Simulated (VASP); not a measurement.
```yaml
crystal:
  lattice:
    - [0.00000, 2.40172, 2.40172]
    - [2.40172, 0.00000, 2.40172]
    - [2.40172, 2.40172, 0.00000]
  atoms:
    - { symbol: Ca, position: [0.00000, 0.00000, 0.00000] }
    - { symbol: O, position: [0.50000, 0.50000, 0.50000] }
```

All values below come from rev-vdW-DF2, VASP's PBE PAW potentials (set 64) (plane waves; VASP 6.6.1). Run with 520 eV cut-off, 9×9×9 Γ-centred mesh, Gaussian smearing of 0.050 eV, potentials Ca_sv O.

Task: Give the energy at these volumes per atom, relative to the lowest: 13.00, 13.42, 13.83, 14.25, 14.66 Å³.

Result: 20.4, 5.0, 0.0, 3.7, 15.0 meV/atom. A third-order Birch-Murnaghan fit gives B0 = 112 GPa and B0′ = 4.4.

Measured: a 4.781 Å at 0 K (computed value off by +0.5 %), as given by Wei Chen et al., Physical Review Materials (2018), doi:10.1103/physrevmaterials.2.073803 [zero-point anharmonic expansion removed].

The compound is CaO in the rock salt structure. It was relaxed first.
